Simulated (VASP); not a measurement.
Here is the system:

```
CELL_PARAMETERS angstrom
      1.12475    -2.00597     0.00000
      1.12475     2.00597     0.00000
      0.00000     0.00000     3.51769
ATOMIC_POSITIONS crystal
  Be 0.33333 0.66667 0.25000
  Be 0.69496 0.36163 0.75000
```

Calculation: PBE GGA, VASP's PBE PAW potentials (set 64) (plane waves; VASP). Numerical set-up: 400 eV cut-off, 17×17×9 Γ-centred mesh, Gaussian smearing of 0.020 eV, potentials Be.

Which forces act on the atoms, in eV/Å?

```
atom      Fx      Fy     Fz
----  ------  ------  -----
Be1    0.239  -0.092  0.000
Be2   -0.239   0.092  0.000
```

Give the stress tensor in GPa (positive for a compressed cell).

```
 1.29  -1.65   0.00
-1.65  -5.75   0.00
 0.00   0.00   4.83
```
The pressure is its mean diagonal, 0.13 GPa.

The compound is Be in the hcp structure. The cell was not relaxed at this level, atoms are displaced from their ideal sites. The run is one of a series of settings (ISMEAR = 0, SIGMA = 0.02 against the base run), some of them coarse on purpose.
